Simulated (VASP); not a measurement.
Pt:

```
CELL_PARAMETERS angstrom
0.00000 1.96090 1.96090
1.96090 0.00000 1.96090
1.96090 1.96090 0.00000
ATOMIC_POSITIONS crystal
Pt 0.00000 0.00000 0.00000
```

Base run:

```yaml
Program: VASP 6.6.1
Functional: PBE
Potentials_or_basis: VASP PAW PBE potentials, release 64 (Pt)
Cutoff: 700 eV
k_mesh: 14 × 14 × 14
Occupations: gaussian, width 0.1 eV
Spin: no spin polarisation
```

Its results: band gap on the k mesh none (metal or under the smearing width); pressure 9.5 GPa.

Q: The run is repeated on the same cell with these changes: cutoff from 700 eV to 300 eV. What comes out?

A: Band gap on the k mesh none (metal or under the smearing width); pressure 8.7 GPa.
